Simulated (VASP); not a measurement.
```
CELL_PARAMETERS angstrom
      0.00000     2.96879     2.96879
      2.96879     0.00000     2.96879
      2.96879     2.96879     0.00000
ATOMIC_POSITIONS crystal
  Hg 0.00000 0.00000 0.00000
  S  0.25000 0.25000 0.25000
```

Computed with revPBE GGA, VASP's PBE PAW potentials (set 64) (plane waves; VASP). Run with 520 eV cut-off, 10×10×10 Γ-centred mesh, first-order Methfessel-Paxton smearing of 0.10 eV, potentials Hg S.

Unless said otherwise, spin-orbit coupling is left out, though it shifts the bands of the heavy elements here.

Q: Estimate the energy per atom (σ→0), pressure, band gap (on the k-mesh) with the smallest direct gap where there is one.

A: 
The band gap (on the k-mesh) comes out as none (metal, semimetal or under 0.01 eV), the energy per atom (σ→0) is -1.950 eV/atom and the pressure is 3.25 GPa.

Total energies compare only between runs with the same potentials, cut-off and functional.

The compound is HgS in the zinc blende structure, metacinnabar; cinnabar is the stable form. This cell is one point of a volume scan, at 0.94 of the reference volume.
